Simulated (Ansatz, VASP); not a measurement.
# HfN (HfN strained to the junction's net): VASP beside Ansatz

Aim: how closely do two programs agree when they are given the same cell, functional and k mesh? The cell is generated by rule, not measured, and may not be a known phase. The structure shown is the end of the Ansatz relaxation below.

Method: plane waves, with VASP 6.6.1 beside it; PBE, in Ansatz 0.2.0.

## 1. Starting point

It takes space group I4/mmm (No. 139, tetragonal). Conventional cell: a = 3.157 Å, b = 3.157 Å, c = 4.580 Å, α = 90.00°, β = 90.00°, γ = 90.00°. Nearest to N lie 6 Hf at 2.23 to 2.29 Å. Nearest to Hf lie 6 N at 2.23 to 2.29 Å. Farther neighbours and most contacts between anions are not listed.

Coordinates:

```cif
data_structure
_symmetry_space_group_name_H-M 'I4/mmm'
_symmetry_Int_Tables_number 139
_cell_length_a 3.1570
_cell_length_b 3.1570
_cell_length_c 4.5804
_cell_angle_alpha 90.000
_cell_angle_beta 90.000
_cell_angle_gamma 90.000
_cell_volume 45.65
loop_
_atom_site_label
_atom_site_type_symbol
_atom_site_symmetry_multiplicity
_atom_site_Wyckoff_symbol
_atom_site_fract_x
_atom_site_fract_y
_atom_site_fract_z
_atom_site_occupancy
N1 N 2 a 0.00000 0.00000 0.00000 1
Hf1 Hf 2 b 0.50000 0.50000 0.00000 1
```

## 2. Ansatz: relaxation, PBE

Ansatz runs on its default PAW (the set named soft_2) files.

This run makes the geometry at which the two programs are then compared.

The input, input.yaml:

```yaml
crystal:
  lattice:
    - [3.157, 0.0, 0.0]
    - [0.0, 3.157, 0.0]
    - [0.0, 0.0, 4.5757294485]
  atoms:
    - { symbol: "N", position: [0.0, 0.0, 0.0] }
    - { symbol: Hf, position: [0.5, 0.5, 0.0] }
    - { symbol: "N", position: [0.5, 0.5, 0.5] }
    - { symbol: Hf, position: [0.0, 0.0, 0.5] }
kpoints:
  mp_grid: { grid: [10, 10, 7] }
scf:
  occupations: { method: fermi_dirac, width: 0.1 }
  max_iter: 150
hamiltonian:
  xc: pbe
relax:
  f_tol: 0.01
  max_steps: 40
  cell: { fix: [a, b, angles] }
```

Run with:

```bash
$ ansatz run input.yaml --threads 4 --pin off --max-ram 10240MiB --backend cpu --events-out ev --progress --plain --runs-dir out
```

Numbers of over 12 decimals in the logs are rounded to 6 here.

The program printed:

```text
Engine: ansatz 0.2.0, aarch64-unknown-linux-gnu
Pseudopotentials: kind: paw
Pseudopotential: N, paw, valence charge 5, recommended cutoff 420 eV (normal), N.paw.azcp
Pseudopotential: Hf, paw, valence charge 26, recommended cutoff 420 eV (normal), Hf.paw.azcp
Functional definition: PBE
  parameter kappa = 0.804
  parameter beta = 0.066725
  exchange = pbe_x(kappa = kappa, mu = beta*pi^2/3)
  correlation = pbe_c(beta = beta)
Crystal: 4 atoms, lattice volume = 45.605 Å³
Basis set: ecut = 420 eV, 895 PW (Γ), exchange–correlation on 48×48×64 points (8 copies of the dense FFT grid, shifted against one another)
Bands: 38, of which v1, the nominal top of the filled ones, is band 31 counted from 1 (30 counted from 0)
Symmetry: 32 space group operations
Space group: I4/mmm (ITA 139), of the structure as read, at distance tolerance 3.6e-5 Å
k-points: 84 of 700
Non-local potential: N, projectors of the file, l = 0: 2, l = 1: 2, l = 2: 1
Non-local potential: Hf, projectors of the file, l = 0: 3, l = 1: 2, l = 2: 2, l = 3: 3
PAW form: soft (Blöchl's): semilocal exchange-correlation on the pseudo side does not see the compensation charge
PAW one-centre angular grid: N, 110 points (default); XC on 64 Gauss nodes
PAW one-centre angular grid: Hf, 590 points (default); XC on 64 Gauss nodes
Initial density: superposition of atomic densities (neutral atoms: chi_scale 0, normalization atom), corrected by the library's trained network
Initial wavefunctions: pseudopotential atomic-orbital guess
Functional: x = pbe(κ = 0.804, μ = 0.219515), c = pbe(β = 0.066725)
SCF iter   1: F=—  HF=-32217.330898 eV  |F-HF|=—  |Δ(HF+E_count)|=         —  Δρ=4.97e-3  dr2=1.34e-2  ethr=1.77e-3  ⟨swp⟩=4.8  Hψ=10040  notcnv=0  defer=4
preconditioner: auto → Kerker (q_TF=auto, 2.872 Å⁻¹)  [metal: Δε(μ)=0.043 eV  Ē_g=18.348 eV  σ=0.100 eV  W_gap=0.11  n_scr=20 (ndim 8)  ℏωp=41.9 eV  f_vac=0.000  D(μ)=1.32/eV (n_scr^D=6)]
SCF iter   2: F=—  HF=-32217.327751 eV  |F-HF|=—  |Δ(HF+E_count)|=   3.15e-3  Δρ=1.30e-3  dr2=6.80e-4  ethr=2.17e-5  ⟨swp⟩=2.0  Hψ=5404  notcnv=0  defer=10
SCF iter   3: F=—  HF=-32217.327503 eV  |F-HF|=—  |Δ(HF+E_count)|=   2.48e-4  Δρ=6.93e-4  dr2=1.31e-4  ethr=1.10e-6  ⟨swp⟩=2.3  Hψ=5062  notcnv=0  defer=10
SCF iter   4: F=—  HF=-32217.327482 eV  |F-HF|=—  |Δ(HF+E_count)|=   2.09e-5  Δρ=3.03e-4  dr2=1.79e-5  ethr=2.12e-7  ⟨swp⟩=2.0  Hψ=5764  notcnv=0  defer=10
SCF iter   5: F=—  HF=-32217.327356 eV  |F-HF|=—  |Δ(HF+E_count)|=   1.27e-4  Δρ=6.14e-5  dr2=6.81e-7  ethr=2.89e-8  ⟨swp⟩=2.6  Hψ=5826  notcnv=0  defer=10
SCF iter   6: F=-32217.327355 eV  HF=-32217.327355 eV  |F-HF|=4.35e-8  |Δ(HF+E_count)|=   2.67e-7  Δρ=1.10e-5  dr2=3.54e-8  ethr=1.61e-10  ⟨swp⟩=5.3  Hψ=13538  notcnv=0
SCF 1 converged in 6 iterations: F = -32217.327355 eV  dr2 = 3.54e-8
  greatest PAW one-centre occupation: 0.998 electrons in one spin orbital (limit 2), on the Hf atom at site 3 (counted from 0), in its partial waves of l = 0
relax step   1: F+E_penalty+E_count = -32217.32735536 eV  Δ(F+E_penalty+E_count) = +0.000e0 eV  max|allowed force component| = 4.075e-29 eV/Å  Δτ_max = 0.0000 Å  P = +9.099 GPa  Ω = 45.605 Å³  fix = [a, b, alpha, beta, gamma]  reactions: a +13.368, b +13.368 GPa  (6 SCF iters, dr2 threshold 1.00e-7 eV, accepted)
[...]
relax step   2: F+E_penalty+E_count = -32217.32727858 eV  Δ(F+E_penalty+E_count) = +7.677e-5 eV  max|allowed force component| = 5.497e-30 eV/Å  Δτ_max = 0.0000 Å  P = +8.788 GPa  Ω = 45.657 Å³  energy of the carried Pulay correction = -1.570e-4 eV  fix = [a, b, alpha, beta, gamma]  reactions: a +13.216, b +13.216 GPa  (4 SCF iters, dr2 threshold 4.00e-7 eV, accepted)
[...]
relax step   3: F+E_penalty+E_count = -32217.32729691 eV  Δ(F+E_penalty+E_count) = -1.832e-5 eV  max|allowed force component| = 2.145e-30 eV/Å  Δτ_max = 0.0000 Å  P = +8.822 GPa  Ω = 45.651 Å³  energy of the carried Pulay correction = -1.401e-4 eV  fix = [a, b, alpha, beta, gamma]  reactions: a +13.234, b +13.234 GPa  (4 SCF iters, dr2 threshold 1.15e-8 eV, accepted)
[...]
relax step   4: F+E_penalty+E_count = -32217.32742152 eV  Δ(F+E_penalty+E_count) = -1.246e-4 eV  max|allowed force component| = 8.924e-30 eV/Å  Δτ_max = 0.0000 Å  P = +8.826 GPa  Ω = 45.651 Å³  fix = [a, b, alpha, beta, gamma]  reactions: a +13.237, b +13.237 GPa  stress off target by 5.11e-3 GPa on what of the cell is left free  SCF on the basis re-selected at this cell (its energy is not comparable with the rows above)  (5 SCF iters)
basis re-selected at this cell: Δ(F+E_penalty+E_count) = -1.246e-4 eV, ΔP = +0.004 GPa vs the last step (what re-selecting the basis moved, of the pressure what is left beyond the Pulay correction that the steps carried, after the strain that the cell walked since its last selection, with what the two solves' SCF thresholds leave and, on support functions, any second-order correction that the steps lacked; it is no m [...]
SCF converged after 5 iterations
Free energy (F): -32217.327422 eV
Harris-Foulkes:  -32217.327422 eV  (|F-HF|=3.64e-12)
Internal energy: -32217.284994 eV  (E = F + TS)
E sigma→0 (E₀):  -32217.306208 eV
Entropy (-TS):   -0.042428 eV (-10.607 meV/atom)
Fermi energy:    24.212672 eV
--- Per-component energies (eV) ---
  E_band       = 380.844725
  E_kinetic    = 1116.488015
  E_local      = -9384.485623  (includes V_loc(G=0)·N_el)
  E_nonlocal   = -2396.501190
  E_hartree    = 4464.304916
  E_xc         = -724.243091
  E_vxc        = -690.968020  (∫ρ·V_xc dr)
  E_paw        = -14110.096518  (= ΣΔE_a)
  E_vpaw       = 2807.701584  (= ΣTr[D̂ρ^β])
  E_aug_tail   = 0.000193  (compensation charges beyond the density's cutoff)
  E_ewald      = -11182.751696
  E_smearing   = -0.042428  (= −TS)
  E_closure    = -0.000000  (closes the sum)
  Σ components = -32217.327422   (vs F -32217.327422, Δ=0.00e0)
--- Forces (eV/Å), atoms counted from 1 ---
  atom   1  N      0.00000000     0.00000000     0.00000000
  atom   2  Hf     0.00000000    -0.00000000     0.00000000
  atom   3  N      0.00000000    -0.00000000     0.00000000
  atom   4  Hf    -0.00000000    -0.00000000     0.00000000
  max |Σ_I F_I| component: 1.68e-29 eV/Å
--- Stress (GPa, compression-positive) ---
       13.236507      -0.000000       0.000000
        0.000000      13.236507       0.000000
        0.000000       0.000000       0.005115
  P = ⅓ Tr σ = 8.8260 GPa (88.260 kbar)
--- Relaxed structure (3 steps of the walk, 3 accepted, 1 SCFs on fresh bases) ---
  F+E_penalty+E_count = -32217.32742152 eV   max|allowed force component| = 8.924e-30 eV/Å   (the final SCF, on the basis selected at the relaxed cell)
  cell:  # Å, volume = 45.6514 Å³
    - [3.157, 0.0, 0.0]
    - [0.0, 3.157, 0.0]
    - [0.0, 0.0, 4.580417]
  atoms:
    - { symbol: N, position: [0, 0.0, 0.0] }
    - { symbol: Hf, position: [0.5, 0.5, 0.0] }
    - { symbol: N, position: [0.5, 0.5, 0.5] }
    - { symbol: Hf, position: [0, 0.0, 0.5] }
```

## 3. VASP: single point, PBE

The same cell, functional, mesh and smearing now go to VASP, with its own data sets.

Lines of VASP's logs that name or quote its potential files are left out, and so is its time.

The input, INCAR:

```
SYSTEM = HfN
PREC = Accurate
ENCUT = 600
EDIFF = 1E-06
NELM = 120
ISMEAR = -1
SIGMA = 0.1
LREAL = .FALSE.
ALGO = Normal
GGA = PE
NBANDS = 21
LASPH = .TRUE.
LORBIT = 11
LWAVE = .FALSE.
LCHARG = .FALSE.
ISIF = 2
GGA_COMPAT = .FALSE.
```

The input, POSCAR:

```
HfN
1.0
    3.1570000000      0.0000000000      0.0000000000
    0.0000000000      3.1570000000      0.0000000000
    0.0000000000      0.0000000000      4.5804166486
N Hf
2 2
Direct
    0.0000000000      0.0000000000      0.0000000000
    0.5000000000      0.5000000000      0.5000000000
    0.5000000000      0.5000000000      0.0000000000
    0.0000000000      0.0000000000      0.5000000000
```

The input, KPOINTS:

```
Automatic mesh
0
Gamma
10 10 7
0 0 0
```

PAW data sets: N and Hf_pv (PBE family, release 64).

Run with:

```bash
$ mpirun -np 1 vasp_std
```

The program printed:

```text
[banner, memory and clock lines left out]
running    1 mpi-ranks, on    1 nodes
 distrk:  each k-point on    1 cores,    1 groups
 distr:  one band on    1 cores,    1 groups

 POSCAR found type information on POSCAR N Hf
 POSCAR found :  2 types and       4 ions
 LDA part: xc-table for (Slater+PW92), standard interpolation
 POSCAR, INCAR and KPOINTS ok, starting setup
 FFT: planning ... GRIDC
 FFT: planning ... GRID_SOFT
 FFT: planning ... GRID
 WAVECAR not read
 entering main loop
       N       E                     dE             d eps       ncg     rms          rms(c)
DAV:   1     0.124415055815E+03    0.12442E+03   -0.18371E+04  3528   0.160E+03
DAV:   2    -0.427215308071E+02   -0.16714E+03   -0.15929E+03  4521   0.361E+02
DAV:   3    -0.494121899402E+02   -0.66907E+01   -0.65667E+01  4574   0.569E+01
DAV:   4    -0.494947923801E+02   -0.82602E-01   -0.82005E-01  4499   0.629E+00
DAV:   5    -0.494963216687E+02   -0.15293E-02   -0.15271E-02  4468   0.632E-01    0.710E+01
DAV:   6    -0.436207705171E+02    0.58756E+01   -0.32105E+01  4076   0.307E+01    0.571E+01
DAV:   7    -0.435161002612E+02    0.10467E+00   -0.19384E+00  4173   0.896E+00    0.309E+01
DAV:   8    -0.435003869754E+02    0.15713E-01   -0.11207E-01  4246   0.276E+00    0.702E+00
DAV:   9    -0.434878104458E+02    0.12577E-01   -0.66973E-02  4261   0.152E+00    0.321E+00
DAV:  10    -0.434866181608E+02    0.11923E-02   -0.53644E-03  4325   0.491E-01    0.261E-01
DAV:  11    -0.434866421482E+02   -0.23987E-04   -0.28296E-04  4372   0.129E-01    0.285E-02
DAV:  12    -0.434866384689E+02    0.36793E-05   -0.10920E-05  4307   0.261E-02    0.168E-02
DAV:  13    -0.434866388221E+02   -0.35319E-06   -0.93355E-07  2966   0.718E-03
   1 F= -.43486639E+02 E0= -.43465416E+02  d E =-.424458E-01
```

OUTCAR, selected parts (step 3):

```text
ion  position               nearest neighbor table
   1  0.000  0.000  0.000-   3 2.23   3 2.23   3 2.23   3 2.23   4 2.29   4 2.29
   2  0.500  0.500  0.500-   4 2.23   4 2.23   4 2.23   4 2.23   3 2.29   3 2.29
   3  0.500  0.500  0.000-   1 2.23   1 2.23   1 2.23   1 2.23   2 2.29   2 2.29   4 3.20   4 3.20
                             4 3.20   4 3.20   4 3.20   4 3.20   4 3.20   4 3.20
   4  0.000  0.000  0.500-   2 2.23   2 2.23   2 2.23   2 2.23   1 2.29   1 2.29   3 3.20   3 3.20
                             3 3.20   3 3.20   3 3.20   3 3.20   3 3.20   3 3.20

  LATTYP: Found a simple tetragonal cell.
 ALAT       =     3.1570000000
 C/A-ratio  =     1.4508763537

 Subroutine GETGRP returns: Found 16 space group operations
 (whereof 16 operations were pure point group operations)

The static configuration has the point symmetry D_4h.

 Found     84 irreducible k-points:

   k-points           NKPTS =     84   k-points in BZ     NKDIM =     84   number of bands    NBANDS=     21

   dimension x,y,z NGX =    28 NGY =   28 NGZ =   40
   dimension x,y,z NGXF=    56 NGYF=   56 NGZF=   80

   ENCUT  =  600.0 eV  44.10 Ry    6.64 a.u.   6.31  6.31  9.15*2*pi/ulx,y,z

   NELECT =      30.0000    total number of electrons

 k-points in reciprocal lattice and weights: Automatic mesh
   0.00000000  0.00000000  0.00000000       0.001
   0.10000000  0.00000000  0.00000000       0.006
   0.20000000  0.00000000  0.00000000       0.006
   0.30000000  0.00000000  0.00000000       0.006
   0.40000000  0.00000000  0.00000000       0.006
   0.50000000  0.00000000  0.00000000       0.003
   0.10000000  0.10000000  0.00000000       0.006
   0.20000000  0.10000000  0.00000000       0.011
   0.30000000  0.10000000  0.00000000       0.011
[...]
0.50000000  0.40000000  0.42857143       0.011
   0.50000000  0.50000000  0.42857143       0.003

 average (electrostatic) potential at core
       1 -61.4834       2 -61.4834       3 -34.5558       4 -34.5558

 E-fermi :   8.5419

 k-point     1 :       0.0000    0.0000    0.0000
  band No.  band energies     occupation
    ...
     14       5.4713      2.00000
     15       5.4713      2.00000
     16       7.9330      1.99547
     17       8.2271      1.91767
     18       8.2271      1.91767
     19       9.8477      0.00000
     20      10.6629      0.00000
     21      10.8118      0.00000

 k-point     2 :       0.1000    0.0000    0.0000
  band No.  band energies     occupation
    ...
     14       5.1098      2.00000
     15       5.7429      2.00000
     16       8.3299      1.78572
     17       8.3409      1.76364
     18       8.3906      1.63918
     19       9.9574      0.00000
     20      11.3844      0.00000
     21      11.4543      0.00000

 k-point     3 :       0.2000    0.0000    0.0000
  band No.  band energies     occupation
    ...
     12       3.8454      2.00000
     13       4.0788      2.00000
     14       4.5341      2.00000
     15       6.9644      2.00000
     16       8.6206      0.62573
     17       8.6778      0.40874
     18       9.3982      0.00038
     19      10.2699      0.00000
     20      12.8718      0.00000
     21      12.9620      0.00000

  Total        3.0464727      3.0464727     -0.6867966      0.0000000      0.0000000      0.0000000
  in kB      106.9187149    106.9187149    -24.1037492      0.0000000      0.0000000      0.0000000
  external PRESSURE =      63.2445602 kB  Pullay stress =       0.0000000 kB

  energy-cutoff  :      600.00
  volume of cell :       45.65
      direct lattice vectors                 reciprocal lattice vectors
     3.157000000  0.000000000  0.000000000     0.316756414  0.000000000  0.000000000
     0.000000000  3.157000000  0.000000000     0.000000000  0.316756414  0.000000000
     0.000000000  0.000000000  4.580416649     0.000000000  0.000000000  0.218320750

 POSITION                                       TOTAL-FORCE (eV/Angst)
 -----------------------------------------------------------------------------------
      0.00000      0.00000      0.00000        -0.000000     -0.000000      0.000000
      1.57850      1.57850      2.29021         0.000000     -0.000000      0.000000
      1.57850      1.57850      0.00000         0.000000      0.000000      0.000000
      0.00000      0.00000      2.29021        -0.000000     -0.000000      0.000000
 -----------------------------------------------------------------------------------
    total drift:                                0.000000      0.000000      0.000000

  FREE ENERGIE OF THE ION-ELECTRON SYSTEM (eV)
  ---------------------------------------------------
  free  energy   TOTEN  =       -43.4866388221 eV

  energy  without entropy=      -43.4441929733  energy(sigma->0) =      -43.46541590

 total charge
# of ion       s       p       d       tot
------------------------------------------
    1        1.233   2.511   0.000   3.743
    2        1.233   2.511   0.000   3.743
    3        0.294   6.585   1.782   8.661
    4        0.294   6.585   1.782   8.661
--------------------------------------------------
tot          3.053  18.191   3.563  24.808

[... 3 further parts left out ...]
```

Harder data sets than Hf_pv exist (the GW ones), and pressures, volumes and forces can shift noticeably with them.

## 4. Comparison

Known differences besides the potentials themselves: the data sets hold 62 valence electrons in Ansatz (on its default PAW (the set named soft_2) files) and 30 in VASP; the cutoff is 420 eV in Ansatz and 600 eV in VASP; Ansatz's pressure holds a Pulay correction, VASP's none. Total energies have different zeros and are not compared.

Compared:

```tsv
quantity	Ansatz	VASP	difference
pressure (GPa)	8.83	6.32	+2.50
```

## 5. What came out

```yaml
difference_in_pressure_single_point_pbe: 2.5 GPa
```

What this shows: The difference in pressure is 2.5 GPa (single point, PBE), beyond the 1 GPa picked in this series as the mark of a large difference. The data sets hold unlike numbers of valence electrons (62 in Ansatz and 30 in VASP), so part of the differences may come from the potentials. What causes the difference of the single point, PBE pair stays open here. How closely two codes agree says nothing of how well the functional describes the real material.

[Lines on the potential files, build, host, timing and source positions are cut from VASP's logs without a mark.]

[Logs are printed without paths, hosts, clocks, repeated set-up lines and the standing remarks that a program may print on its own settings, such as how far it seeks lower states.]

[Hosts, paths, dates, database ids (printed as entryN), source tags and the programs' standing remarks are cut or masked in the printed files.]
